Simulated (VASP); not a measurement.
Crystal: Sb.

```xyz
2
Lattice="2.1542 1.2437 3.7580 -2.1542 1.2437 3.7580 0.0000 -2.4875 3.7580" Properties=species:S:1:pos:R:3 pbc="T T T"
Sb    0.0000    0.0000    2.6324
Sb    0.0000    0.0000    8.6416
```

* Program: VASP 6.6.1
* Task: relaxation of cell and atoms
* Functional: PBE
* Dispersion: D3(BJ)
* Potentials or basis: VASP PAW PBE potentials, release 64 (Sb)
* Cutoff: 520 eV
* k mesh: 3 × 3 × 3
* Occupations: gaussian, width 0.02 eV
* Spin: no spin polarisation

At the start: pressure 0.9 GPa; volume 30.21 Å³/atom.

Task: Where does the relaxation end?

Result: Over 15 steps the energy falls by 7.9 meV/atom and the volume is 30.70 Å³/atom (+1.6 %); space group R-3m (No. 166, to 0.05 Å).

The path:
```
step  energy change (eV)  largest force (eV/Å)  pressure (GPa)  volume (Å³)
   1              0.0000                0.0900            0.94        60.41
   2             -0.0101                0.1603           -0.68        61.97
   3             -0.0101                0.1578           -0.62        61.91
   4             -0.0155                0.0524           -0.14        61.47
   5             -0.0158                0.0175            0.02        61.32
   6             -0.0158                0.0147            0.03        61.31
   7             -0.0159                0.0086            0.01        61.35
   8             -0.0159                0.0001           -0.01        61.41
   9             -0.0159                0.0032            0.02        61.38
  10             -0.0159                0.0024            0.01        61.38
  11             -0.0159                0.0019            0.01        61.39
  12             -0.0159                0.0016            0.01        61.39
  13             -0.0159                0.0018            0.01        61.39
  14             -0.0159                0.0019            0.01        61.39
  15             -0.0159                0.0007            0.00        61.40
```

Final structure:
```
Sb
1.0
     2.19534    1.26748    3.67744
    -2.19534    1.26748    3.67744
     0.00000   -2.53497    3.67744
Sb
2
Direct
  0.23180 0.23180 0.23180
  0.76820 0.76820 0.76820
```

Caveat: the k mesh is coarse (spacing up to 0.59 Å⁻¹), so the values aren't converged.
